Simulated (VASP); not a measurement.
Here is the system:

```
ScTe
1.0
    4.14942     0.00000     0.00000
   -2.07471     3.59350     0.00000
    0.00000     0.00000     8.53862
Sc Te
2 2
Direct
  0.33333   0.66667   0.02325
  0.66667   0.33333   0.52325
  0.33333   0.66667   0.35175
  0.66667   0.33333   0.85175
```

Computed with PBEsol GGA, VASP's PBE PAW potentials (set 64) (plane waves; VASP). Run with 400 eV cut-off, Gaussian smearing of 0.050 eV, potentials Sc_sv Te.

Unless said otherwise, spin-orbit coupling is left out, though it shifts the bands of the heavy elements here.

Task: Predict the band gap (along the path) with the smallest direct gap where there is one.

Result: 
| Quantity | Result |
|---|---|
| band gap (along the path) | none (metal, semimetal or under 0.01 eV) |

The structure was generated: ScTe was put into the wurtzite type (P6_3mc), which need not be its known phase. It was relaxed first, which changed the volume by -29 %.
